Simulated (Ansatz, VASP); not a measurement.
# Y in two plane-wave programs, part 2 of 2

One calculation is typed for both programs; each brings its own data sets. How far apart do they land? The structure shown is the end of the Ansatz relaxation below.

VASP 6.6.1 and Ansatz 0.2.0.

So far. Step 3 (VASP: single point, PBEsol, pair 1): The run ends at a pressure of -2.39 GPa.

### 6. VASP: single point, PBEsol, pair 2

Level of this step: PBEsol; plane waves and PAW (Y_sv) (VASP).

The same cell, functional, mesh and smearing now go to VASP, with its own data sets.

File INCAR:

```
SYSTEM = Y
PREC = Accurate
ENCUT = 500
EDIFF = 1E-06
NELM = 120
ISMEAR = 1
SIGMA = 0.2
LREAL = .FALSE.
ALGO = Normal
GGA = PS
NBANDS = 17
LASPH = .TRUE.
LORBIT = 11
LWAVE = .FALSE.
LCHARG = .FALSE.
ISIF = 2
GGA_COMPAT = .FALSE.
KPAR = 2
```

File POSCAR:

```
Y
1.0
    3.5739533162      0.0000000000      0.0000000000
   -1.7869766581      3.0951343638      0.0000000000
    0.0000000000      0.0000000000      5.5457268987
Y
2
Direct
    0.3333333334      0.6666666668      0.2500000000
    0.6666666668      0.3333333334      0.7500000000
```

File KPOINTS:

```
Automatic mesh
0
Gamma
15 15 8
0 0 0
```

Potentials, in the order of the species: Y_sv (PBE family, release 64).

Started as:

```console
$ mpirun -np 2 vasp_std
```

Numbers of over 12 decimals in the logs are rounded to 6 here.

The program printed:

```text
[banner, memory and clock lines left out]
running    2 mpi-ranks, on    1 nodes
[...]
[... a notice as in an earlier step ...]

 LDA part: xc-table for (Slater+PW92), standard interpolation
 POSCAR, INCAR and KPOINTS ok, starting setup
[...]
entering main loop
       N       E                     dE             d eps       ncg     rms          rms(c)
DAV:   1     0.854885105444E+02    0.85489E+02   -0.11230E+04  4598   0.120E+03
DAV:   2    -0.691225761861E+01   -0.92401E+02   -0.91074E+02  5795   0.263E+02
DAV:   3    -0.138877438682E+02   -0.69755E+01   -0.69034E+01  8227   0.438E+01
DAV:   4    -0.140521371884E+02   -0.16439E+00   -0.16431E+00  5485   0.704E+00
[...]
DAV:  11    -0.136370053031E+02    0.31196E-06   -0.54401E-05  6969   0.580E-02    0.664E-02
DAV:  12    -0.136370009496E+02    0.43535E-05   -0.94300E-06  5295   0.240E-02    0.227E-02
DAV:  13    -0.136370013971E+02   -0.44757E-06   -0.19915E-06  4159   0.133E-02
   1 F= -.13637001E+02 E0= -.13636483E+02  d E =-.155453E-02
```

From OUTCAR (step 6):

```text
  Total        0.2810195      0.2810195      0.2876843      0.0000000      0.0000000      0.0000000
  in kB        7.3393927      7.3393927      7.5134591      0.0000000      0.0000000      0.0000000
  external PRESSURE =       7.3974148 kB  Pullay stress =       0.0000000 kB

 POSITION                                       TOTAL-FORCE (eV/Angst)
 -----------------------------------------------------------------------------------
      0.00000      2.06342      1.38643        -0.000000      0.000000     -0.000000
      1.78698      1.03171      4.15930         0.000000      0.000000      0.000000
 -----------------------------------------------------------------------------------
    total drift:                               -0.000000     -0.000000     -0.000000

  FREE ENERGIE OF THE ION-ELECTRON SYSTEM (eV)
  ---------------------------------------------------
  free  energy   TOTEN  =       -13.6370013971 eV

  energy  without entropy=      -13.6354468628  energy(sigma->0) =      -13.63648322

[... 1 part as in an earlier step ...]

[... 2 further parts left out ...]
[key lines of the parts left out:]
E-fermi :   3.2176
```

The run ends at a pressure of 0.74 GPa.

### 7. Side by side

Compared:

| quantity | Ansatz | VASP | difference |
| --- | --- | --- | --- |
| pressure (GPa) | 0.88 | 0.74 | +0.15 |

### 8. Ansatz: relaxation, PBEsol

This run makes the geometry at which the two programs are then compared. The cell compared in this pair holds 63.85 Å³, against 61.35 Å³ for the pair before.

The structure compared here is the end of the Ansatz relaxation.

File input.yaml:

```yaml
crystal:
  lattice:
    - [3.6223327059, 0.0, 0.0]
    - [-1.8111663529, 3.1370321443, 0.0]
    - [0.0, 0.0, 5.618930383]
  atoms:
    - { symbol: "Y", position: [0.3333333333, 0.6666666667, 0.25] }
    - { symbol: "Y", position: [0.6666666667, 0.3333333333, 0.75] }
kpoints:
  mp_grid: { grid: [15, 15, 8] }
hamiltonian:
  xc: pbesol
  pseudopotentials: { kind: paw, azcp: { folder: soft_1 }, xc_functional: pbe }
scf:
  occupations: { method: methfessel_paxton, width: 0.2 }
output:
  forces: true
  stress: true
  eigenvalues: true
relax:
  adjacent_minimum: "off"
  f_tol: 0.001
  max_steps: 60
  cell: { stress_tol: 0.01, fix: [volume] }
```

Started as:

```console
$ ansatz run input.yaml --threads 4 --pin off --max-ram 10240MiB --backend cpu --events-out ev --progress --plain --runs-dir out
```

The program printed:

```text
[...]
Crystal: 2 atoms, lattice volume = 63.850 Å³
Basis set: ecut = 420 eV, 1243 PW (Γ), exchange–correlation on 50×50×80 points (8 copies of the dense FFT grid, shifted against one another)
Bands: 15, of which v1, the nominal top of the filled ones, is band 11 counted from 1 (10 counted from 0)
Symmetry: 24 space group operations
[...]
k-points: 135 of 1800
[...]
k-point 134: bands = [... 7 lower, -12.7021, 9.1811, 9.1811, 9.1864, 9.1864, 10.0313, 10.0313, 12.3999]
--- Relaxed structure (2 steps of the walk, 2 accepted, 1 SCFs on fresh bases) ---
[...]
cell:  # Å, volume = 63.8500 Å³
    - [3.622944, -2.8872359396811433e-11, 0]
    - [-1.811472, 3.137562, 0]
    - [0, 0, 5.617033]
  atoms:
    - { symbol: Y, position: [0.333333, 0.666667, 0.250000] }
    - { symbol: Y, position: [0.666667, 0.333333, 0.750000] }
[key lines of the parts left out:]
SCF converged after 5 iterations
Free energy (F): -7590.183644 eV
Fermi energy:    9.578449 eV
P = ⅓ Tr σ = -0.8182 GPa (-8.182 kbar)
```

### 9. VASP: single point, PBEsol, pair 3

The same cell, functional, mesh and smearing now go to VASP, with its own data sets.

INCAR is that of step 6.

File POSCAR:

```
Y
1.0
    3.6229443864      0.0000000000      0.0000000000
   -1.8114721932      3.1375618751      0.0000000000
    0.0000000000      0.0000000000      5.6170331970
Y
2
Direct
    0.3333333334      0.6666666668      0.2500000000
    0.6666666668      0.3333333334      0.7500000000
```

KPOINTS is that of step 6.

Started as:

```console
$ mpirun -np 2 vasp_std
```

The program printed:

```text
[... set-up lines as in an earlier step ...]
 entering main loop
       N       E                     dE             d eps       ncg     rms          rms(c)
DAV:   1     0.850494757511E+02    0.85049E+02   -0.11232E+04  4598   0.120E+03
DAV:   2    -0.709178768765E+01   -0.92141E+02   -0.90763E+02  5765   0.261E+02
DAV:   3    -0.139227360289E+02   -0.68309E+01   -0.67778E+01  8226   0.436E+01
DAV:   4    -0.140852285517E+02   -0.16249E+00   -0.16243E+00  5581   0.705E+00
[...]
DAV:  12    -0.136353407964E+02    0.34708E-05   -0.16609E-05  5597   0.355E-02    0.222E-02
DAV:  13    -0.136353420461E+02   -0.12497E-05   -0.45649E-06  5377   0.203E-02    0.249E-03
DAV:  14    -0.136353421900E+02   -0.14388E-06   -0.13936E-07  3108   0.277E-03
   1 F= -.13635342E+02 E0= -.13634631E+02  d E =-.213314E-02
```

OUTCAR, selected parts (step 9):

```text
  Total       -0.3754002     -0.3754002     -0.3780742      0.0000000      0.0000000      0.0000000
  in kB       -9.4198528     -9.4198528     -9.4869503      0.0000000      0.0000000      0.0000000
  external PRESSURE =      -9.4422186 kB  Pullay stress =       0.0000000 kB

 POSITION                                       TOTAL-FORCE (eV/Angst)
 -----------------------------------------------------------------------------------
      0.00000      2.09171      1.40426         0.000000     -0.000000     -0.000000
      1.81147      1.04585      4.21277        -0.000000      0.000000      0.000000
 -----------------------------------------------------------------------------------
    total drift:                               -0.000000     -0.000000     -0.000000

  FREE ENERGIE OF THE ION-ELECTRON SYSTEM (eV)
  ---------------------------------------------------
  free  energy   TOTEN  =       -13.6353421900 eV

  energy  without entropy=      -13.6332090479  energy(sigma->0) =      -13.63463114

[... 1 part as in an earlier step ...]

[... 2 further parts left out ...]
[key lines of the parts left out:]
E-fermi :   3.0171
```

The run ends at a pressure of -0.94 GPa.

### 10. Side by side

Compared:

| quantity | Ansatz | VASP | difference |
| --- | --- | --- | --- |
| pressure (GPa) | -0.82 | -0.94 | +0.13 |

### 11. Summary of results

```json
{"difference in pressure (single point, PBEsol, pair 1)": "0.11 GPa", "difference in pressure (single point, PBEsol, pair 2)": "0.15 GPa", "difference in pressure (single point, PBEsol, pair 3)": "0.13 GPa"}
```

What this shows: The difference in pressure is 0.15 GPa (single point, PBEsol, pair 2), within the 1 GPa picked in this series as the mark of a large difference. 5 further runs of this series are not shown here. How closely two codes agree says nothing of how well the functional describes the real material.

[Lines on the potential files, build, host, timing and source positions are cut from VASP's logs without a mark.]

[Logs are printed without paths, hosts, clocks, repeated set-up lines and the standing remarks that a program may print on its own settings, such as how far it seeks lower states.]

[Hosts, paths, dates, database ids (printed as entryN), source tags and the programs' standing remarks are cut or masked in the printed files.]
